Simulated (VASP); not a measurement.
Here is the system:

```xyz
2
Lattice="1.3430 -2.3261 0.0000 1.3430 2.3261 0.0000 0.0000 0.0000 4.2370" Properties=species:S:1:pos:R:3 pbc="T T T"
Ru     1.3430     0.7754     1.0592
Ru     1.3430    -0.7754     3.1777
```

Computed with AM05 GGA, VASP's PBE PAW potentials (set 64) (plane waves; VASP 6.6.1). Run with 520 eV cut-off, Gaussian smearing of 0.050 eV, potentials Ru_pv.

Question: What does the run give for the band gap (along the path) with the smallest direct gap where there is one?

Answer: 
```yaml
band gap (along the path): none (metal, semimetal or under 0.01 eV)
```

The absolute energy has meaning only against runs of the same code, potentials and settings.

The compound is Ru in the hcp structure. It was relaxed first.
